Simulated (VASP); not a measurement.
The system is Al4B3P.

```
Al B P
1.0
     4.65000    0.00000    0.00000
     0.00000    4.65000    0.00000
     0.00000    0.00000    4.65000
Al B P
4 3 1
Direct
  0.00000 0.00000 0.00000
  0.50000 0.00000 0.50000
  0.50000 0.50000 0.00000
  0.00000 0.50000 0.50000
  0.50000 0.00000 0.00000
  0.00000 0.50000 0.00000
  0.00000 0.00000 0.50000
  0.50000 0.50000 0.50000
```

The cell was built by a generator and needn't be a form met in nature.

| Quantity | Value |
| --- | --- |
| Program | VASP 6.6.1 |
| Task | relaxation of cell and atoms |
| Functional | PBE |
| Potentials or basis | VASP PAW PBE potentials, release 64 (Al, B, P) |
| Cutoff | 520 eV |
| k mesh | 3 × 3 × 3 |
| Occupations | gaussian, width 0.15 eV |
| Spin | no spin polarisation |

At the start: pressure 3.8 GPa; volume 12.57 Å³/atom.

Question: How do energy, volume and symmetry change on relaxing?

Answer: Over 3 steps the energy falls by 4.3 meV/atom and the volume is 12.94 Å³/atom (+3.0 %); space group Pm-3m (No. 221, to 0.05 Å).

Step by step:
| step | energy change (eV) | largest force (eV/Å) | pressure (GPa) | volume (Å³) |
| --- | --- | --- | --- | --- |
| 1 | 0.0000 | 0.0000 | 3.78 | 100.54 |
| 2 | -0.0279 | 0.0000 | -1.52 | 104.92 |
| 3 | -0.0345 | 0.0000 | 0.01 | 103.55 |

Final structure:
```yaml
crystal:
  lattice:
    - [4.69589, 0.00000, 0.00000]
    - [0.00000, 4.69589, 0.00000]
    - [0.00000, 0.00000, 4.69589]
  atoms:
    - { symbol: Al, position: [0.00000, 0.00000, 0.00000] }
    - { symbol: Al, position: [0.50000, 0.00000, 0.50000] }
    - { symbol: Al, position: [0.50000, 0.50000, 0.00000] }
    - { symbol: Al, position: [0.00000, 0.50000, 0.50000] }
    - { symbol: B, position: [0.50000, 0.00000, 0.00000] }
    - { symbol: B, position: [0.00000, 0.50000, 0.00000] }
    - { symbol: B, position: [0.00000, 0.00000, 0.50000] }
    - { symbol: P, position: [0.50000, 0.50000, 0.50000] }
```

Caveat: the k mesh is coarse (spacing up to 0.45 Å⁻¹), so the values aren't converged.
